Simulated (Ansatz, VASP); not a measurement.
# Two plane-wave programs on MoOs

INCAR

```
  PREC = Accurate
  ENCUT = 520
  EDIFF = 1E-6
  ISMEAR = 0
  SIGMA = 0.15
  LREAL = False
  LASPH = True
  NELM = 100
  ALGO = Normal
  ISIF = 2
  LWAVE = False
  LCHARG = True
  GGA = CA
  LELF = True
  LVHAR = True
  NBANDS = 18
```

The input KPOINTS:

```
regular mesh
0
Gamma
  21 21 12
```

File POSCAR:

```
MoOs
1.0
    2.7368808112      0.0000000000      0.0000000000
   -1.3684404056      2.3702083096      0.0000000000
    0.0000000000      0.0000000000      4.6560652429
Mo Os
1 1
Direct
    0.6666666667      0.3333333333      0.5000000000
    0.3333333333      0.6666666667      0.0000000000
```

Input for Ansatz:

```yaml
crystal:
  lattice:
    - [2.7368808112, 0.0, 0.0]
    - [-1.3684404056, 2.3702083096, 0.0]
    - [0.0, 0.0, 4.6560652429]
  atoms:
    - { symbol: Mo, position: [0.6666666667, 0.3333333333, 0.5] }
    - { symbol: Os, position: [0.3333333333, 0.6666666667, 0.0] }
basis:
  ecutwfc: 420
kpoints:
  mp_grid: { grid: [21, 21, 12] }
hamiltonian:
  xc: lda
scf:
  occupations: { method: gaussian, width: 0.15 }
output:
  forces: true
  stress: true
  eigenvalues: true
```

Alike in both runs: task single point; functional LDA; k mesh 21 × 21 × 12; occupations gaussian, width 0.15 eV; no spin polarisation.

|  | VASP | Ansatz |
| --- | --- | --- |
| version | VASP 6.6.1 | Ansatz 0.2.0 |
| potentials or method | VASP PAW LDA potentials, release 64 (Mo_sv, Os) | scalar-relativistic, plane waves, PAW |
| plane-wave cutoff (eV) | 520 | 420 |
| valence electrons in the cell | 22 | 30 |

```csv
,VASP,Ansatz,Ansatz less VASP
gap on the k mesh at the Fermi level (eV),none,none,-
pressure (GPa),-15.0,-15.8,-0.86
largest component of the traceless stress (GPa),14.08,13.95,-0.135
```

A gap of «none» marks a metal or a gap that the smearing closes. The two sets of potentials don't hold the same shells in valence.

Spin-orbit coupling is left out, which matters for the levels of Os.
